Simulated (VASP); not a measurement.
VASP runs on WSi₂ (MoSi2 type) share one base input (PBE GGA, plane waves, VASP's PBE PAW potentials (set 64)) and change the settings named in each case.

POSCAR:
```
WSi2
1
   -1.6371000000     1.6371000000     3.9933000000
    1.6371000000    -1.6371000000     3.9933000000
    1.6371000000     1.6371000000    -3.9933000000
Si W
2 1
Direct
  0.6650000000   0.6650000000   0.0000000000
  0.3350000000   0.3350000000   0.0000000000
  0.0000000000   0.0000000000   0.0000000000
```

### INCAR
```
# general
SYSTEM =WSi2
PREC   =Accurate
ENCUT  =400
LREAL  =.FALSE.
LASPH  =.TRUE.

# electronic loop
EDIFF  =1E-6
NELM   =100
ALGO   =Normal
LMAXMIX=6

# smearing
ISMEAR =1
SIGMA  =0.1

# functional
GGA    =PE

# ions
ISIF   =2

# output
LWAVE  =.FALSE.
LCHARG =.FALSE.
```

### KPOINTS
```
Automatic mesh
0
G
12 12 12
0 0 0
```

POTCAR, in this order: Si W_sv (PBE.64 set). Program: vasp_std.

```csv
change,E(σ→0) (eV/atom),largest force (eV/Å),−TS (eV)
base run,-8.2552,0.023,0.0002
"ISMEAR = 0, NELECT = 21.5, SIGMA = 0.05",(withheld),(withheld),-0.0009
"ISMEAR = 0, NELECT = 21.9, SIGMA = 0.05",-8.6208,0.013,-0.0010
"ISMEAR = 0, NELECT = 21.98, SIGMA = 0.05",-8.3292,0.022,-0.0004
"ISMEAR = 0, NELECT = 22.02, SIGMA = 0.05",-8.1804,0.045,-0.0005
"ISMEAR = 0, NELECT = 22.1, SIGMA = 0.05",-7.8781,0.052,-0.0008
"ISMEAR = 0, NELECT = 22.5, SIGMA = 0.05",-6.3181,0.206,-0.0009
```

Q: Fill in the missing entries.

A: 
- ISMEAR = 0, NELECT = 21.5, SIGMA = 0.05, E(σ→0) (eV/atom): -10.0339
- ISMEAR = 0, NELECT = 21.5, SIGMA = 0.05, largest force (eV/Å): 0.128

Charged cells carry a uniform compensating background. Unless said otherwise, spin-orbit coupling is left out, though it shifts the bands of the heavy elements here.

Left out are runs that ran out of time, are held back, or changed the cell or the kind of run, fixed moments of cells without a moment, rows past the twelfth, gaps on odd meshes, pressures of charged cells and columns that move by less than the noise.

The compound is WSi2 in the MoSi2 type structure. The cell was not relaxed at this level.
